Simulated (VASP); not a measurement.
# AgB2 (P6/mmm) in VASP: notebook

Runs on AgB2. Level: r2SCAN. Tasks: single point.

All numbers are computed with VASP 6.6.1; they aren't measurements. Logs are shortened: lines on timing, memory, paths and dates and some standing lists are left out, and cuts for length are marked.

## (1) The crystal as given

It takes space group P6/mmm (No. 191, hexagonal). Conventional cell: a = 3.000 Å, b = 3.000 Å, c = 3.240 Å, α = 90.00°, β = 90.00°, γ = 120.00°. Ag (site symmetry 6/mmm) has 12 B at 2.37 Å as nearest neighbours. Around B (site symmetry -6m2) lie 3 B at 1.73 Å.

## (2) Single point, r2SCAN

INCAR

```
SYSTEM = AgB2
PREC = Accurate
ENCUT = 520
EDIFF = 1E-6
ISMEAR = 0
SIGMA = 0.05
LREAL = .False.
LASPH = .True.
NELM = 100
ALGO = Normal
ISIF = 2
LWAVE = .False.
LCHARG = .False.
METAGGA = R2SCAN
LMIXTAU = .True.
ADDGRID = .False.
```

KPOINTS

```
regular mesh
0
Gamma
  7 7 6
  0 0 0
```

POSCAR

```
AgB2
1.0
    3.0000000000      0.0000000000      0.0000000000
   -1.5000000000      2.5980762114      0.0000000000
    0.0000000000      0.0000000000      3.2400000000
Ag B
1 2
Direct
    0.0000000000      0.0000000000      0.0000000000
    0.6666666667      0.3333333333      0.5000000000
    0.3333333333      0.6666666667      0.5000000000
```

Potentials or basis: VASP PAW PBE potentials, release 64 (Ag, B).

Launch:

```
cat potpaw_PBE.64/Ag/POTCAR potpaw_PBE.64/B/POTCAR > POTCAR
mpirun -np 1 vasp_std > vasp.out
```

OUTCAR:

```text
SYSTEM = AgB2
   PREC = Accurate
   ENCUT = 520
   EDIFF = 1E-6
   ISMEAR = 0
   LREAL = .False.
   LASPH = .True.
   NELM = 100
   ISIF = 2
   METAGGA = R2SCAN

 Found     32 irreducible k-points:

 Following reciprocal coordinates:
            Coordinates               Weight
  0.000000  0.000000  0.000000      1.000000
  0.142857  0.000000  0.000000      6.000000
  0.285714 -0.000000  0.000000      6.000000
  0.428571 -0.000000  0.000000      6.000000
  0.142857  0.142857  0.000000      6.000000
  0.285714  0.142857  0.000000     12.000000
   k-points           NKPTS =     32   k-points in BZ     NKDIM =     32   number of bands    NBANDS=     12
   number of dos      NEDOS =    301   number of ions     NIONS =      3
   total plane-waves  NPLWV =  13824
   dimension x,y,z NGX =    24 NGY =   24 NGZ =   24
   dimension x,y,z NGXF=    48 NGYF=   48 NGZF=   48
   ions per type =               1   2
   NGX,Y,Z   is equivalent  to a cutoff of  13.30, 13.30, 12.31 a.u.
   NGXF,Y,Z  is equivalent  to a cutoff of  26.60, 26.60, 24.63 a.u.
 SYSTEM =  AgB2
   PREC   = accura    normal or accurate (medium, high low for compatibility)
   ISTART =      0    job   : 0-new  1-cont  2-samecut
   ICHARG =      2    charge: 1-file 2-atom 10-const
   ISPIN  =      1    spin polarized calculation?
   LNONCOLLINEAR =      F non collinear calculations
   LSORBIT =      F    spin-orbit coupling
   LASPH  =      T    aspherical Exc in radial PAW
   ENCUT  =  520.0 eV  38.22 Ry    6.18 a.u.   5.58  5.58  6.02*2*pi/ulx,y,z
   NELM   =    100;   NELMIN=  2; NELMDL= -5     # of ELM steps
   EDIFF  = 0.1E-05   stopping-criterion for ELM
   LREAL  =      F    real-space projection
   EDIFFG = 0.1E-04   stopping-criterion for IOM
   NSW    =      0    number of steps for IOM
   IBRION =     -1    ionic relax: 0-MD 1-quasi-New 2-CG
   NFREE  =      0    steps in history (QN), initial steepest desc. (CG)
   ISIF   =      2    stress and relaxation
   ISYM   =      2    0-nonsym 1-usesym 2-fastsym
   POTIM  = 0.5000    time-step for ionic-motion
   TEBEG  =    0.0;   TEEND  =   0.0 temperature during run
   PSTRESS=    0.0 pullay stress
   NELECT =      17.0000    total number of electrons
   NUPDOWN=      -1.0000    fix difference up-down
   EMIN   =  10.00;   EMAX   =-10.00  energy-range for DOS
   EFERMI =   0.00;   METHOD = LEGACY
   ISMEAR =     0;   SIGMA  =   0.05  broadening in eV -4-tet -1-fermi 0-gaus
   EFERMI_NEDOS =   21; number of points for ismear=-14 and -15
   IALGO  =     38    algorithm
   IMIX   =      4    mixing-type and parameters
     AMIX     =   0.40;   BMIX     =  1.00
     AMIX_MAG =   1.60;   BMIX_MAG =  1.00
  volume/ion in A,a.u.               =       8.42        56.81
  Fermi-wavevector in a.u.,A,eV,Ry     =   1.434779  2.711340 28.008838  2.058591
  Thomas-Fermi vector in A             =   2.554150
   LORBIT       =      0    0 simple, 1 ext, 2 COOP (PROOUT), +10 PAW based schemes
   METAGGA = R2SCAN    functional components
   LHFCALC =     F    Hartree Fock is set to
   AEXX    =    0.0000 exact exchange contribution
   IVDW    =     0    specifies the selected vdW correction
   LEPSILON=     F    determine dielectric tensor
   LRPA    =     F    only Hartree local field effects (RPA)
 non-spin polarized calculation
 Gauss-broadening in eV      SIGMA  =   0.05
  energy-cutoff  :      520.00
  volume of cell :       25.25
 maximum number of plane-waves:       697
 NGX is ok and might be reduce to    24
   NGX = 11   NGY = 11   NGZ = 13

 number of electron      16.9999992 magnetization

 Free energy of the ion-electron system (eV)
  ---------------------------------------------------
  ext. energy  EPLUGINS =         0.00000000
  ---------------------------------------------------
  free energy    TOTEN  =       -33.12702606 eV

  energy without entropy =      -33.12389501  energy(sigma->0) =      -33.12546054

 E-fermi :  10.7072     XC(G=0): -14.2462

 val. band max:       10.7002550478   @ k =   0.1429   0.0000   0.3333
 cond. band min:      10.7283119450   @ k =   0.4286   0.1429   0.3333
 fundamental gap:      0.0280568972
 Fermi energy:        10.7072255366

 k-point     1 :       0.0000    0.0000    0.0000
  band No.  band energies     occupation
      1      -4.4356      2.00000
      2       3.2889      2.00000
      3       3.7266      2.00000
      4       3.7266      2.00000
      5       5.3540      2.00000
      6       5.3540      2.00000
      7       7.3796      2.00000
      8      11.8193      0.00000
      9      11.8193      0.00000
     10      16.6134      0.00000
     11      16.6134      0.00000
     12      16.7627      0.00000

 k-point     2 :       0.1429    0.0000    0.0000
  band No.  band energies     occupation
      1      -4.0231      2.00000
      2       3.3792      2.00000
      3       3.4659      2.00000
      4       3.9940      2.00000
      5       4.5092      2.00000
      6       5.2939      2.00000
      7       8.7199      2.00000
      8      10.1538      2.00000
      9      10.5884      1.99923
     10      16.4756      0.00000
     11      17.5987      0.00000
     12      18.5697      0.00000

 k-point     3 :       0.2857   -0.0000    0.0000
  band No.  band energies     occupation
      1      -2.8415      2.00000
      2       2.5079      2.00000
      3       3.5775      2.00000
      4       3.6274      2.00000
      5       4.7151      2.00000
      6       5.1613      2.00000
      7       7.9324      2.00000
      8       8.8150      2.00000
      9      11.0154      0.00000
     10      16.5982      0.00000
     11      17.8061      0.00000
     12      17.9786      0.00000

 k-point     4 :       0.4286   -0.0000    0.0000
  band No.  band energies     occupation
      1      -1.0840      2.00000
      2       1.0211      2.00000
      3       3.0996      2.00000
      4       3.3270      2.00000
      5       5.0575      2.00000
      6       5.6235      2.00000
      7       7.1732      2.00000
      8       7.4603      2.00000
      9      13.2968      0.00000
     10      15.8309      0.00000
     11      17.0497      0.00000
     12      17.7329      0.00000

 k-point     5 :       0.1429    0.1429    0.0000
  band No.  band energies     occupation
      1      -3.2241      2.00000
      2       2.8441      2.00000
      3       3.6365      2.00000
      4       3.8356      2.00000
      5       4.4440      2.00000
      6       5.1168      2.00000
      7       8.6673      2.00000
      8       8.8451      2.00000
      9      10.4138      2.00000
     10      16.8595      0.00000
     11      18.4683      0.00000
     12      18.8842      0.00000

 k-point     6 :       0.2857    0.1429    0.0000
  band No.  band energies     occupation
      1      -1.7331      2.00000
      2       1.9009      2.00000
      3       3.3507      2.00000
      4       3.3840      2.00000
      5       4.8328      2.00000
      6       5.1665      2.00000
      7       7.1890      2.00000
      8       7.5236      2.00000
      9      12.7234      0.00000
     10      16.6883      0.00000
     11      17.3563      0.00000
     12      18.9646      0.00000

 [... further k-points ...]
[... 5 lines left out ...]
  --------------------------------------------------------------------------------------
  -------------------------------------------------------------------------------------
  Total        6.6043449      6.6043449     12.0231850      0.0000000     -0.0000000      0.0000000
  in kB      419.0078638    419.0078638    762.8022447      0.0000000     -0.0000000      0.0000000
  external PRESSURE =     533.6059907 kB  Pullay stress =       0.0000000 kB

 VOLUME and BASIS-vectors are now :
 -----------------------------------------------------------------------------
  energy-cutoff  :      520.00
  volume of cell :       25.25
      direct lattice vectors                 reciprocal lattice vectors
     3.000000000  0.000000000  0.000000000     0.333333333  0.192450090  0.000000000
    -1.500000000  2.598076211  0.000000000     0.000000000  0.384900179  0.000000000
     0.000000000  0.000000000  3.240000000     0.000000000  0.000000000  0.308641975

 POSITION                                       TOTAL-FORCE (eV/Angst)
 -----------------------------------------------------------------------------------
      0.00000      0.00000      0.00000         0.000000      0.000000      0.000000
      1.50000      0.86603      1.62000         0.000000     -0.000000     -0.000000
     -0.00000      1.73205      1.62000        -0.000000      0.000000      0.000000
 -----------------------------------------------------------------------------------
    total drift:                               -0.000000      0.000000      0.000000

  FREE ENERGIE OF THE ION-ELECTRON SYSTEM (eV)
  ---------------------------------------------------
  free  energy   TOTEN  =       -33.1270260569 eV

  energy  without entropy=      -33.1238950141  energy(sigma->0) =      -33.12546054
```

Wall time 14 s (1 thread of Intel Xeon 6975P-C (Granite Rapids), shared host); peak memory 0.15 GiB.

These settings aren't checked as converged: the numbers below hold their error.

Results:

```yaml
Free_energy: -33.1270 eV
Pressure: 53.4 GPa
Band_gap_on_the_k_mesh: none (metal or under the smearing width)
```

Caveat: a pressure of tens of GPa on the cell as given is suspect, and the run, the potentials or the cell itself is likely at fault; the PAW data sets were made with another functional, which shifts forces and pressure a little.

## (3) Single point, r2SCAN

INCAR is that of step 2.

KPOINTS is that of step 2.

POSCAR

```
AgB2
1.0
    3.0000000000      0.0000000000      0.0000000000
   -1.5000000000      2.5980762114      0.0000000000
    0.0000000000      0.0000000000      3.2400000000
Ag B
1 2
Direct
    0.0172000000      0.0014340000     -0.0107780000
    0.6537670000      0.3220700000      0.4709270000
    0.3421410000      0.7037590000      0.5156140000
```

Potentials or basis: VASP PAW PBE potentials, release 64 (Ag, B).

Launch:

```
cat potpaw_PBE.64/Ag/POTCAR potpaw_PBE.64/B/POTCAR > POTCAR
mpirun -np 1 vasp_std > vasp.out
```

Run time: 47 s. Hardware: 1 thread of Intel Xeon 6975P-C (Granite Rapids), shared host; peak memory 0.18 GiB.

These settings aren't checked as converged: the numbers below hold their error.

What came out:

| Property | Result |
| --- | --- |
| Free energy | -32.9516 eV |
| Pressure | 57.4 GPa |
| Largest force | 1.857 eV/Å |
| Band gap on the k mesh | none (metal or under the smearing width) |

Caveat: the PAW data sets were made with another functional, which shifts forces and pressure a little.
